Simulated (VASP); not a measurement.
```
TiN
1.0
    0.00000     2.16240     2.16240
    2.16240     0.00000     2.16240
    2.16240     2.16240     0.00000
Ti N
1 1
Direct
  0.00000   0.00000   0.00000
  0.50000   0.50000   0.50000
```

The numbers are results of PBE GGA, VASP's PBE PAW potentials (set 64) (plane waves; VASP 6.6.1), not measurements. Run with 520 eV cut-off, 16×16×16 Γ-centred mesh, first-order Methfessel-Paxton smearing of 0.10 eV, potentials Ti_sv N.

Give the stress tensor in GPa (positive for a compressed cell).

```
-13.08    0.00    0.00
  0.00  -13.08    0.00
  0.00    0.00  -13.08
```
The pressure is its mean diagonal, -13.08 GPa.

The compound is TiN in the rock salt structure. The cell was not relaxed at this level. The run is one of a series of settings (KPOINTS 16×16×16 Γ-centred mesh against the base run), some of them coarse on purpose. The electron count is odd and the run is not spin-polarised, which forces a metal.
